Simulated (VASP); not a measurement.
Data:

```xyz
3
Lattice="4.7085 0.0000 0.0000 -2.3542 4.0777 0.0000 0.0000 0.0000 5.3945" Properties=species:S:1:pos:R:3 pbc="T T T"
Ba     4.7085     0.0000     2.6973
Sn     2.3542     1.3592     4.8411
Sn     0.0000     2.7184     0.5535
```

Level of theory: PBEsol GGA, VASP's PBE PAW potentials (set 64) (plane waves; VASP). Settings: 400 eV cut-off, Gaussian smearing of 0.050 eV, potentials Ba_sv Sn_d.

Give the energies of bands 16 to 22 at the high-symmetry points, in eV from the Fermi level.

```csv
band,Γ,M,K,A,L,H
16,-3.75,-6.91,-7.24,-5.08,-6.42,-7.43
17,-1.34,-2.65,-3.71,-0.72,-2.43,-2.88
18,-1.34,-1.90,-1.63,-0.72,-2.08,-1.69
19,-1.21,-0.07,-1.63,-0.56,-2.08,-1.69
20,0.29,-0.01,1.83,0.40,0.97,1.51
21,2.17,1.16,1.83,0.40,2.40,2.39
22,2.17,1.59,2.78,1.54,2.90,2.39
```

It has no gap at this level: it comes out as a metal or semimetal.

The structure comes from a computed database's BaSn2 entry (P-3m1); how it stands against other phases isn't given here. It was relaxed first.
